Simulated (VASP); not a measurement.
Input:

```
CELL_PARAMETERS angstrom
      4.22070     0.00000     0.00000
      0.00000     4.22070     0.00000
      0.00000     0.00000     4.22070
ATOMIC_POSITIONS crystal
  Ba 0.00000 0.00000 0.00000
  Zr 0.50000 0.50000 0.50000
  O  0.50000 0.00000 0.50000
  O  0.00000 0.50000 0.50000
  O  0.50000 0.50000 0.00000
```

All values below come from TPSS meta-GGA, VASP's PBE PAW potentials (set 64) (plane waves; VASP). Numerical set-up: 520 eV cut-off, 6×6×6 Γ-centred mesh, tetrahedra with Blöchl corrections, potentials Ba_sv Zr_sv O.

The cores are frozen, which limits the accuracy of field gradients.

Question: Give the principal components of the electric field gradient (V/Å²) and the asymmetry η at each nucleus.

Answer: 
| atom | Vxx | Vyy | Vzz | η |
|---|---|---|---|---|
| Ba1 | 0.0 | 0.0 | 0.0 | - |
| Zr2 | 0.0 | 0.0 | 0.0 | - |
| O3 | 9.1 | 9.1 | -18.3 | 0.00 |
| O4 | 9.1 | 9.1 | -18.3 | 0.00 |
| O5 | 9.1 | 9.1 | -18.3 | 0.00 |

The compound is BaZrO3 in the cubic perovskite structure. It was relaxed first.
